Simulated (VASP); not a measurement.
Input:

```yaml
crystal:
  lattice:
    - [3.55299, 0.00000, 0.00000]
    - [-1.77649, 3.07698, 0.00000]
    - [0.00000, 0.00000, 5.81533]
  atoms:
    - { symbol: Sn, position: [0.33333, 0.66667, 0.99976] }
    - { symbol: Sn, position: [0.66667, 0.33333, 0.49976] }
    - { symbol: C, position: [0.33333, 0.66667, 0.37524] }
    - { symbol: C, position: [0.66667, 0.33333, 0.87524] }
```

Computed with PBEsol GGA, VASP's PBE PAW potentials (set 64) (plane waves; VASP 6.6.1). Run with 520 eV cut-off, Gaussian smearing of 0.050 eV, potentials Sn_d C.

Unless said otherwise, spin-orbit coupling is left out, though it shifts the bands of the heavy elements here.

Question: Give the energies of bands 13 to 21 at the high-symmetry points, in eV from the valence-band maximum.

Answer: 
```tsv
band	Γ	M	K	A	L	H
13	-7.73	-7.46	-6.48	-4.21	-7.51	-7.38
14	-1.30	-6.09	-6.48	-4.21	-7.51	-7.38
15	-1.30	-4.81	-5.61	-0.70	-2.32	-4.63
16	-0.11	-3.13	-3.50	-0.70	-2.32	-4.63
17	0.00	-2.76	-3.50	-0.70	-2.29	-1.84
18	0.00	-1.26	-3.19	-0.70	-2.29	-1.84
19	0.97	2.15	2.46	2.36	1.99	3.39
20	1.77	3.28	5.32	2.36	1.99	3.39
21	5.64	3.79	5.32	5.59	4.34	4.97
```

The gap is direct, 0.97 eV, from the valence maximum at Γ to the conduction minimum at Γ.

The structure was generated: SnC was put into the wurtzite type (P6_3mc), which need not be its known phase. It was relaxed first.
